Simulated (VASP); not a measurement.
Consider the following.

```yaml
crystal:
  lattice:
    - [0.00000, 2.96312, 2.96312]
    - [2.96312, 0.00000, 2.96312]
    - [2.96312, 2.96312, 0.00000]
  atoms:
    - { symbol: Sr, position: [0.00000, 0.00000, 0.00000] }
```

These are rev-vdW-DF2, VASP's PBE PAW potentials (set 64) (plane waves; VASP) values and carry that method's errors. Run with 520 eV cut-off, 8×8×8 Γ-centred mesh, Gaussian smearing of 0.050 eV, potentials Sr_sv.

Estimate the energy per atom (σ→0), band gap (on the k-mesh) with the smallest direct gap where there is one.

```yaml
band gap (on the k-mesh): none (metal, semimetal or under 0.01 eV)
energy per atom (σ→0): 0.390 eV/atom
```

Total energies compare only between runs with the same potentials, cut-off and functional.

The compound is Sr in the fcc structure. It was relaxed first, which changed the volume by -7 %.
